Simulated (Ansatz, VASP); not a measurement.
# Cross-check of Te2Pt between VASP and Ansatz

Aim: how closely do two programs agree when they are given the same cell, functional and k mesh? The structure shown is the start of the Ansatz relaxation below; VASP solves that cell, so the two are compared at the walk's first step.

Main program and level: Ansatz 0.2.0; plane waves, with VASP 6.6.1 beside it; single point at PBEsol with D3(BJ).

## Step 1: The starting structure

The cell holds 3 atoms: 1 Pt and 2 Te. Cell: a = 4.020 Å, b = 4.020 Å, c = 32.800 Å, α = 90.0°, β = 90.0°, γ = 120.0°. Vacuum lies along c.

## Step 2: Ansatz: relaxation, PBEsol with D3(BJ)

Ansatz runs on its PAW soft_1 files.

The two programs are compared at the cell with which this relaxation starts, whose forces are those of its first step.

input.yaml reads:

```yaml
crystal:
  lattice:
    - [4.02, 0.0, 0.0]
    - [-2.01, 3.4814221232, 0.0]
    - [0.0, 0.0, 32.8]
  atoms:
    - { symbol: Pt, position: [0.0, 0.0, 0.5] }
    - { symbol: Te, position: [0.3333333333, 0.6666666667, 0.5423780488] }
    - { symbol: Te, position: [0.6666666667, 0.3333333333, 0.4576219512] }
  periodic: [true, true, false]
kpoints:
  mp_grid: { grid: [6, 6, 1] }
hamiltonian:
  xc: pbesol
  dispersion: d3bj
  pseudopotentials: { kind: paw, azcp: { folder: soft_1 }, xc_functional: pbe }
scf:
  occupations: { method: fermi_dirac, width: 0.02 }
relax:
  f_tol: 0.01
  max_steps: 100
  cell: {}
```

On the command line:

```
$ ansatz run input.yaml --threads 4 --pin off --max-ram 17510MiB --backend cpu --events-out ev --progress --plain --runs-dir out
```

Numbers of over 12 decimals in the logs are rounded to 6 here.

The log of the run:

```text
Engine: ansatz 0.2.0, aarch64-unknown-linux-gnu
Pseudopotentials: kind: paw
Pseudopotential: Pt, paw, valence charge 18, recommended cutoff 420 eV (normal), soft_1/Pt.paw.azcp
Pseudopotential: Te, paw, valence charge 16, recommended cutoff 420 eV (normal), soft_1/Te.paw.azcp
Functional definition: PBEsol
  exchange = pbesol_x
  correlation = pbesol_c
Crystal: 3 atoms, lattice volume = 459.046 Å³
Basis set: ecut = 420 eV, 9001 PW (Γ), exchange–correlation on 54×54×450 points (8 copies of the dense FFT grid, shifted against one another)
Bands: 30, of which v1, the nominal top of the filled ones, is band 25 counted from 1 (24 counted from 0)
Symmetry: 12 space group operations
Space group: P-3m1 (ITA 164), of the structure as read, at distance tolerance 7.7e-5 Å
k-points: 7 of 36
Non-local potential: Pt, projectors of the file, l = 0: 3, l = 1: 2, l = 2: 2, l = 3: 1
Non-local potential: Te, projectors of the file, l = 0: 2, l = 1: 2, l = 2: 2, l = 3: 1
PAW form: soft (Blöchl's): semilocal exchange-correlation on the pseudo side does not see the compensation charge
PAW frozen core: Pt, regenerated for the run's functional, and the local potential with it (the file was generated under x = pbe(κ = 0.804, μ = 0.219515), c = pbe(β = 0.066725))
PAW frozen core: Te, regenerated for the run's functional, and the local potential with it (the file was generated under x = pbe(κ = 0.804, μ = 0.219515), c = pbe(β = 0.066725))
PAW one-centre angular grid: Pt, 590 points (default); XC on 64 Gauss nodes
PAW one-centre angular grid: Te, 590 points (default); XC on 64 Gauss nodes
Initial density: superposition of atomic densities (neutral atoms: chi_scale 0, normalization atom)
Initial wavefunctions: pseudopotential atomic-orbital guess
Functional: x = pbesol(κ = 0.804, μ = 0.123457), c = pbesol(β = 0.046)
SCF iter   1: F=—  HF=-26190.886834 eV  |F-HF|=—  |Δ(HF+E_count)|=         —  Δρ=2.44e-2  dr2=2.60e0  ethr=3.10e-3  ⟨swp⟩=18.7  Hψ=1600  notcnv=0
preconditioner: auto → Resta (q_TF=auto, 1.885 Å⁻¹)  ε∞=2.0  [insulator: Δε(μ)=1.341 eV  Ē_g=8.275 eV  σ=0.020 eV  W_gap=1.00  n_scr=48 (ndim 8)  ℏωp=8.1 eV  f_vac=0.787  D(μ)=0.00/eV (n_scr^D=0)  ε∞_Penn≈2.0  vacuum switching on, ρ_ref=5.0e-3 e/Å³]
SCF iter   2: F=—  HF=-26190.726852 eV  |F-HF|=—  |Δ(HF+E_count)|=   1.60e-1  Δρ=1.42e-2  dr2=2.10e0  ethr=3.10e-3  ⟨swp⟩=4.0  Hψ=569  notcnv=0  defer=7
SCF iter   3: F=—  HF=-26190.360101 eV  |F-HF|=—  |Δ(HF+E_count)|=   3.67e-1  Δρ=6.62e-3  dr2=1.08e-1  ethr=3.10e-3  ⟨swp⟩=3.1  Hψ=385  notcnv=0  defer=2
SCF iter   4: F=—  HF=-26190.332201 eV  |F-HF|=—  |Δ(HF+E_count)|=   2.79e-2  Δρ=1.02e-3  dr2=2.29e-3  ethr=2.16e-4  ⟨swp⟩=3.4  Hψ=435  notcnv=0  defer=3
SCF iter   5: F=—  HF=-26190.332403 eV  |F-HF|=—  |Δ(HF+E_count)|=   2.03e-4  Δρ=2.46e-4  dr2=2.26e-4  ethr=4.58e-6  ⟨swp⟩=3.1  Hψ=511  notcnv=0  defer=3
SCF iter   6: F=—  HF=-26190.332443 eV  |F-HF|=—  |Δ(HF+E_count)|=   3.95e-5  Δρ=6.69e-5  dr2=2.71e-5  ethr=4.52e-7  ⟨swp⟩=4.0  Hψ=514  notcnv=0  defer=3
SCF iter   7: F=—  HF=-26190.332427 eV  |F-HF|=—  |Δ(HF+E_count)|=   1.60e-5  Δρ=1.11e-5  dr2=1.03e-6  ethr=5.42e-8  ⟨swp⟩=3.4  Hψ=456  notcnv=0  defer=3
SCF iter   8: F=-26190.332428 eV  HF=-26190.332428 eV  |F-HF|=5.41e-9  |Δ(HF+E_count)|=   1.04e-6  Δρ=2.79e-6  dr2=5.38e-8  ethr=2.00e-10  ⟨swp⟩=8.1  Hψ=1050  notcnv=0
SCF 1 converged in 8 iterations: F = -26190.332428 eV  dr2 = 5.38e-8
  greatest PAW one-centre occupation: 1.000 electrons in one spin orbital (limit 2), on the Pt atom at site 0 (counted from 0), in its partial waves of l = 0
relax step   1: F+E_penalty+E_count = -26190.33242777 eV  Δ(F+E_penalty+E_count) = +0.000e0 eV  max|allowed force component| = 4.926e-1 eV/Å  Δτ_max = 0.0000 Å  P = -3.050 N/m  Ω = 459.046 Å³  fix = [c, alpha, beta]  reactions: c -0.000 N/m  (8 SCF iters, dr2 threshold 1.00e-7 eV, accepted)
[...]
relax step   3: F+E_penalty+E_count = -26190.39110753 eV  Δ(F+E_penalty+E_count) = -5.868e-2 eV  max|allowed force component| = 7.489e-2 eV/Å  Δτ_max = 0.0017 Å  P = -0.630 N/m  Ω = 443.162 Å³  energy of the carried Pulay correction = +7.608e-4 eV  fix = [c, alpha, beta]  reactions: c -0.000 N/m  (10 SCF iters, accepted)
[...]
relax step   4: F+E_penalty+E_count = -26190.39368909 eV  Δ(F+E_penalty+E_count) = -2.582e-3 eV  max|allowed force component| = 1.264e-2 eV/Å  Δτ_max = 0.0042 Å  P = +0.065 N/m  Ω = 438.362 Å³  energy of the carried Pulay correction = +9.960e-4 eV  fix = [c, alpha, beta]  reactions: c +0.000 N/m  (5 SCF iters, dr2 threshold 3.00e-7 eV, accepted)
[...]
relax step   5: F+E_penalty+E_count = -26190.39369640 eV  Δ(F+E_penalty+E_count) = -7.311e-6 eV  max|allowed force component| = 3.398e-4 eV/Å  Δτ_max = 0.0003 Å  P = -0.002 N/m  Ω = 438.684 Å³  energy of the carried Pulay correction = +9.801e-4 eV  fix = [c, alpha, beta]  reactions: c -0.000 N/m  (4 SCF iters, dr2 threshold 9.99e-9 eV, accepted)
[...]
relax step   6: F+E_penalty+E_count = -26190.39266563 eV  Δ(F+E_penalty+E_count) = +1.031e-3 eV  max|allowed force component| = 3.713e-5 eV/Å  Δτ_max = 0.0000 Å  P = +0.001 N/m  Ω = 438.684 Å³  fix = [c, alpha, beta]  reactions: c +0.000 N/m  stress off target by 6.10e-4 N/m on what of the cell is left free  SCF on the basis re-selected at this cell (its energy is not comparable with the rows above)  (7 SCF iters)
basis re-selected at this cell: Δ(F+E_penalty+E_count) = +1.031e-3 eV, ΔP = +0.002 N/m vs the last step (what re-selecting the basis moved, of the pressure what is left beyond the Pulay correction that the steps carried, after the strain that the cell walked since its last selection, with what the two solves' SCF thresholds leave and, on support functions, any second-order correction that the steps lacked; it is no m [...]
SCF converged after 7 iterations
Free energy (F): -26190.392666 eV
Harris-Foulkes:  -26190.392666 eV  (|F-HF|=3.64e-11)
Internal energy: -26190.392666 eV  (E = F + TS)
E sigma→0 (E₀):  -26190.392666 eV
Fermi energy:    -4.247525 eV
--- Per-component energies (eV) ---
  E_band       = -1599.696941
  E_kinetic    = 943.787258
  E_local      = -120035.465721  (includes V_loc(G=0)·N_el)
  E_nonlocal   = 343.057471
  E_hartree    = 59369.032471
  E_xc         = -474.812786
  E_vxc        = -475.674675  (∫ρ·V_xc dr)
  E_paw        = -18533.506470  (= ΣΔE_a)
  E_vpaw       = -1113.467372  (= ΣTr[D̂ρ^β])
  E_aug_tail   = 0.001268  (compensation charges beyond the density's cutoff)
  E_ewald      = 52197.356515
  E_disp       = -0.879324  (pairwise vdW)
  E_core_change = 1.036654  (= ΣΔE_core)
  E_smearing   = -0.000000  (= −TS)
  E_closure    = -0.000000  (closes the sum)
  Σ components = -26190.392666   (vs F -26190.392666, Δ=0.00e0)
--- Forces (eV/Å), atoms counted from 1 ---
  atom   1  Pt    -0.00000000     0.00000000     0.00000000
  atom   2  Te    -0.00000000    -0.00000000    -0.00003713
  atom   3  Te     0.00000000     0.00000000     0.00003713
  max |Σ_I F_I| component: 1.16e-18 eV/Å
--- 2D stress c σ (N/m, compression-positive) ---
        0.000610      -0.000000       0.000000
       -0.000000       0.000610       0.000000
        0.000000       0.000000       0.000000
  P = ½ c Tr σ = 0.0006 N/m
--- Relaxed structure (5 steps of the walk, 4 accepted, 1 SCFs on fresh bases) ---
  F+E_penalty+E_count = -26190.39266563 eV   max|allowed force component| = 3.713e-5 eV/Å   (the final SCF, on the basis selected at the relaxed cell)
  cell:  # Å, volume = 438.6842 Å³
    - [3.929830, 0, 0]
    - [-1.964915, 3.403332, 0]
    - [0, 0, 32.8]
  atoms:
    - { symbol: Pt, position: [0, 0, 0.5] }
    - { symbol: Te, position: [0.333333, 0.666667, 0.542465] }
    - { symbol: Te, position: [0.666667, 0.333333, 0.457535] }
```

## Step 3: VASP: single point, PBEsol with D3(BJ), start cell, pair 1

The same cell, functional, mesh and smearing now go to VASP, with its own data sets.

Lines of VASP's logs that name or quote its potential files are left out, and so is its time.

INCAR reads:

```
SYSTEM = Te2Pt
PREC = Accurate
ENCUT = 400
EDIFF = 1E-06
NELM = 120
ISMEAR = -1
SIGMA = 0.02
LREAL = .FALSE.
ALGO = Normal
GGA = PS
IVDW = 12
NBANDS = 17
LASPH = .TRUE.
LORBIT = 11
LWAVE = .FALSE.
LCHARG = .FALSE.
ISIF = 2
LDIPOL = .TRUE.
IDIPOL = 3
DIPOL = 0.5 0.5 0.5
LVHAR = .TRUE.
GGA_COMPAT = .FALSE.
EFERMI = MIDGAP
NELMDL = -8
KPAR = 2
```

POSCAR reads:

```
Te2Pt
1.0
    4.0200000000      0.0000000000      0.0000000000
   -2.0100000000      3.4814220000      0.0000000000
    0.0000000000      0.0000000000     32.8000000000
Pt Te
1 2
Direct
    0.0000000000      0.0000000000      0.5000000000
    0.3333333333      0.6666666667      0.5423780488
    0.6666666667      0.3333333333      0.4576219512
```

KPOINTS reads:

```
Automatic mesh
0
Gamma
6 6 1
0 0 0
```

PAW data sets: Pt and Te (PBE family, release 64).

On the command line:

```
$ mpirun -np 2 vasp_std
```

The log of the run:

```text
[banner, memory and clock lines left out]
running    2 mpi-ranks, on    1 nodes
 distrk:  each k-point on    1 cores,    2 groups
 distr:  one band on    1 cores,    1 groups

 POSCAR found type information on POSCAR PtTe
 POSCAR found :  2 types and       3 ions
|                                                                             |
|               ----> ADVICE to this user running VASP <----                  |
|                                                                             |
|     You enforced a specific xc type in the INCAR file but a different       |
|     [... a line on the potential file left out ...]
|     I HOPE YOU KNOW WHAT YOU ARE DOING!                                     |
|                                                                             |

 LDA part: xc-table for (Slater+PW92), standard interpolation
 POSCAR, INCAR and KPOINTS ok, starting setup
 FFT: planning ... GRIDC
 FFT: planning ... GRID_SOFT
 FFT: planning ... GRID
 WAVECAR not read
 entering main loop
       N       E                     dE             d eps       ncg     rms          rms(c)
DAV:   1     0.149590717539E+03    0.14959E+03   -0.54347E+03   238   0.705E+02
DAV:   2     0.263291321971E+01   -0.14696E+03   -0.13593E+03   377   0.132E+02
DAV:   3    -0.151776402406E+02   -0.17811E+02   -0.17630E+02   302   0.599E+01
DAV:   4    -0.155264758178E+02   -0.34884E+00   -0.34811E+00   355   0.990E+00
DAV:   5    -0.155311361277E+02   -0.46603E-02   -0.46601E-02   369   0.110E+00
DAV:   6    -0.155312197440E+02   -0.83616E-04   -0.83616E-04   347   0.993E-02
DAV:   7    -0.155312236612E+02   -0.39173E-05   -0.39174E-05   377   0.170E-02
DAV:   8    -0.155312237189E+02   -0.57658E-07   -0.57432E-07   291   0.207E-03    0.117E+01
DAV:   9    -0.151206620305E+02    0.41056E+00   -0.31367E+00   250   0.146E+01    0.727E+00
DAV:  10    -0.150094825478E+02    0.11118E+00   -0.11363E+00   274   0.955E+00    0.294E+00
DAV:  11    -0.149381248087E+02    0.71358E-01   -0.14358E-01   296   0.342E+00    0.802E-01
DAV:  12    -0.149342797141E+02    0.38451E-02   -0.41685E-02   302   0.151E+00    0.285E-01
DAV:  13    -0.149343933032E+02   -0.11359E-03   -0.20490E-03   312   0.301E-01    0.238E-01
DAV:  14    -0.149344232694E+02   -0.29966E-04   -0.16128E-04   326   0.702E-02    0.117E-01
[...]
DAV:  18    -0.149344688540E+02   -0.37108E-04   -0.56102E-06   251   0.130E-02    0.240E-02
DAV:  19    -0.149345183776E+02   -0.49524E-04   -0.64553E-06   252   0.808E-03    0.504E-03
DAV:  20    -0.149345379559E+02   -0.19578E-04   -0.21053E-06   263   0.864E-03    0.887E-03
DAV:  21    -0.149345527909E+02   -0.14835E-04   -0.56887E-07   251   0.467E-03    0.220E-03
DAV:  22    -0.149345636998E+02   -0.10909E-04   -0.32935E-07   253   0.179E-03    0.145E-03
DAV:  23    -0.149345669464E+02   -0.32466E-05   -0.91556E-08   263   0.223E-03    0.619E-04
DAV:  24    -0.149345693326E+02   -0.23861E-05   -0.65780E-08   227   0.112E-03    0.611E-04
DAV:  25    -0.149345695657E+02   -0.23319E-06   -0.39470E-09   282   0.504E-04
   1 F= -.15774504E+02 E0= -.15774504E+02  d E =-.863013E-11
```

OUTCAR, selected parts (step 3):

```text
ion  position               nearest neighbor table
   1  0.000  0.000  0.500-   2 2.71   3 2.71   3 2.71   2 2.71   3 2.71   2 2.71
   2  0.333  0.667  0.542-   1 2.71   1 2.71   1 2.71   3 3.62   3 3.62   3 3.62
   3  0.667  0.333  0.458-   1 2.71   1 2.71   1 2.71   2 3.62   2 3.62   2 3.62

  LATTYP: Found a hexagonal cell.
 ALAT       =     4.0200000000
 C/A-ratio  =     8.1592039801

 Subroutine GETGRP returns: Found 12 space group operations
 (whereof 12 operations were pure point group operations)

The static configuration has the point symmetry D_3d.

 Found      7 irreducible k-points:

   k-points           NKPTS =      7   k-points in BZ     NKDIM =      7   number of bands    NBANDS=     17

   dimension x,y,z NGX =    28 NGY =   28 NGZ =  216
   dimension x,y,z NGXF=    56 NGYF=   56 NGZF=  432

   ENCUT  =  400.0 eV  29.40 Ry    5.42 a.u.   6.56  6.56 53.49*2*pi/ulx,y,z

   NELECT =      22.0000    total number of electrons

 k-points in reciprocal lattice and weights: Automatic mesh
   0.00000000  0.00000000  0.00000000       0.028
   0.16666667  0.00000000  0.00000000       0.167
   0.33333333  0.00000000  0.00000000       0.167
   0.50000000  0.00000000  0.00000000       0.083
   0.16666667  0.16666667  0.00000000       0.167
   0.33333333  0.16666667  0.00000000       0.333
   0.33333333  0.33333333  0.00000000       0.056

 dipolmoment           0.000000      0.000000     -0.000000 electrons x Angstroem

 average (electrostatic) potential at core
       1 -76.9548       2 -97.0702       3 -97.0702

 E-fermi :  -2.2964

 k-point     1 :       0.0000    0.0000    0.0000
  band No.  band energies     occupation
    ...
      7      -6.0621      2.00000
      8      -4.6603      2.00000
      9      -3.4192      2.00000
     10      -2.7773      2.00000
     11      -2.7773      2.00000
     12      -0.4454      0.00000
     13      -0.4454      0.00000
     14       1.0991      0.00000
     15       1.2751      0.00000
     16       1.8755      0.00000
    ...

 k-point     2 :       0.1667    0.0000    0.0000
  band No.  band energies     occupation
    ...
      7      -6.1711      2.00000
      8      -5.1731      2.00000
      9      -3.5144      2.00000
     10      -3.0761      2.00000
     11      -3.0328      2.00000
     12      -1.8155      0.00000
     13      -0.7361      0.00000
     14       1.7496      0.00000
     15       1.7824      0.00000
     16       1.9474      0.00000
    ...

 k-point     3 :       0.3333    0.0000    0.0000
  band No.  band energies     occupation
    ...
      7      -6.1195      2.00000
      8      -5.5805      2.00000
      9      -4.7060      2.00000
     10      -4.0468      2.00000
     11      -3.7045      2.00000
     12      -1.5903      0.00000
     13      -0.7765      0.00000
     14       0.5934      0.00000
     15       2.4844      0.00000
     16       2.7944      0.00000
    ...

 Edisp (eV)   -0.83993

  Total      -2.70961    -2.70960    -1.40018    -0.00000     0.00000     0.00000
  in kB      -9.45714    -9.45714    -4.88694    -0.00000     0.00000     0.00000
  external pressure =       -7.93 kB  Pullay stress =        0.00 kB

  energy-cutoff  :      400.00
  volume of cell :      459.05
      direct lattice vectors                 reciprocal lattice vectors
     4.020000000  0.000000000  0.000000000     0.248756219  0.143619475  0.000000000
    -2.010000000  3.481422000  0.000000000     0.000000000  0.287238950  0.000000000
     0.000000000  0.000000000 32.800000000     0.000000000  0.000000000  0.030487805

 POSITION                                       TOTAL-FORCE (eV/Angst)
 -----------------------------------------------------------------------------------
      0.00000      0.00000     16.40000        -0.000000      0.000000      0.000000
     -0.00000      2.32095     17.79000         0.000000      0.000000     -0.497477
      2.01000      1.16047     15.01000         0.000000     -0.000000      0.497477
 -----------------------------------------------------------------------------------
    total drift:                               -0.000000      0.000000     -0.000000

  FREE ENERGIE OF THE ION-ELECTRON SYSTEM (eV)
  ---------------------------------------------------
  free  energy   TOTEN  =       -15.7745038233 eV

  energy  without entropy=      -15.7745038233  energy(sigma->0) =      -15.77450382

 vacuum level on the upper side and lower side of the slab         2.061         2.061

 total charge
# of ion       s       p       d       tot
------------------------------------------
    1        0.661   0.643   8.031   9.335
    2        1.386   1.887   0.052   3.325
    3        1.386   1.887   0.052   3.325
--------------------------------------------------
tot          3.433   4.418   8.135  15.985

[... 3 further parts left out ...]
```

## Step 4: Differences

Known differences besides the potentials themselves: Ansatz cuts the interaction across the vacuum, VASP repeats the sheet with a dipole correction; the data sets hold 50 valence electrons in Ansatz (on its PAW soft_1 files) and 22 in VASP; the cutoff is 420 eV in Ansatz and 400 eV in VASP; Ansatz makes its cores anew for this functional, VASP keeps those of its PBE data sets. Total energies have different zeros and are not compared.

Forces (eV/Å; atoms numbered as in POSCAR):

```csv
atom,"Ansatz x, y, z","VASP x, y, z"
Pt1,"0.000, 0.000, 0.000","0.000, 0.000, 0.000"
Te2,"0.000, 0.000, -0.493","0.000, 0.000, -0.497"
Te3,"0.000, 0.000, 0.493","0.000, 0.000, 0.497"
```

The forces differ by 2.3 meV/Å r.m.s., which is 1.0 % of the r.m.s. force of 0.235 eV/Å (both taken over all components). With vacuum in the cell, a pressure given here is an average over mostly empty space and none of the material.

## Step 5: Ansatz: relaxation, PBEsol with D3(BJ)

The two programs are compared at the cell with which this relaxation starts, whose forces are those of its first step. This pair takes another cell of the material, with 6 atoms against 3 for the pair before.

The structure compared here is the start of the Ansatz relaxation; VASP solves that cell, so the two are compared at the walk's first step.

input.yaml, the sections that differ from step 2:

```yaml
crystal:
  lattice:
    - [4.02, 0.0, 0.0]
    - [-2.01, 3.4814221232, 0.0]
    - [0.0, 0.0, 44.9]
  atoms:
    - { symbol: Pt, position: [0.0, 0.0, 0.4322939867] }
    - { symbol: Te, position: [0.3333333333, 0.6666666667, 0.4632516704] }
    - { symbol: Te, position: [0.6666666667, 0.3333333333, 0.4013363029] }
    - { symbol: Pt, position: [0.0, 0.0, 0.5677060133] }
    - { symbol: Te, position: [0.3333333333, 0.6666666667, 0.5986636971] }
    - { symbol: Te, position: [0.6666666667, 0.3333333333, 0.5367483296] }
  periodic: [true, true, false]
# kpoints, hamiltonian, scf, relax: as in step 2
```

On the command line:

```
$ ansatz run input.yaml --threads 4 --pin off --max-ram 17510MiB --backend cpu --events-out ev --progress --plain --runs-dir out
```

The log of the run:

```text
[...]
Crystal: 6 atoms, lattice volume = 628.390 Å³
Basis set: ecut = 420 eV, 12331 PW (Γ), exchange–correlation on 54×54×640 points (8 copies of the dense FFT grid, shifted against one another)
Bands: 60, of which v1, the nominal top of the filled ones, is band 50 counted from 1 (49 counted from 0)
Symmetry: 12 space group operations
[...]
k-points: 7 of 36
[...]
- [3.972678, 0, 0]
    - [-1.986339, 3.440440, 0]
    - [0, 0, 44.9]
  atoms:
    - { symbol: Pt, position: [2.9783475641538563e-18, 5.956695128307711e-18, 0.444774] }
    - { symbol: Te, position: [0.333333, 0.666667, 0.474514] }
    - { symbol: Te, position: [0.666667, 0.333333, 0.413889] }
    - { symbol: Pt, position: [-2.978347564153854e-18, -5.956695128307711e-18, 0.555226] }
    - { symbol: Te, position: [0.333333, 0.666667, 0.586111] }
    - { symbol: Te, position: [0.666667, 0.333333, 0.525486] }
[key lines of the parts left out:]
SCF converged after 6 iterations
Free energy (F): -52381.834431 eV
Fermi energy:    -4.249000 eV
P = ½ c Tr σ = 0.0021 N/m
```

(Part 1 of 2 ends here.)

[Lines on the potential files, build, host, timing and source positions are cut from VASP's logs without a mark.]

[Logs are printed without paths, hosts, clocks, repeated set-up lines and the standing remarks that a program may print on its own settings, such as how far it seeks lower states.]

[Hosts, paths, dates, database ids (printed as entryN), source tags and the programs' standing remarks are cut or masked in the printed files.]
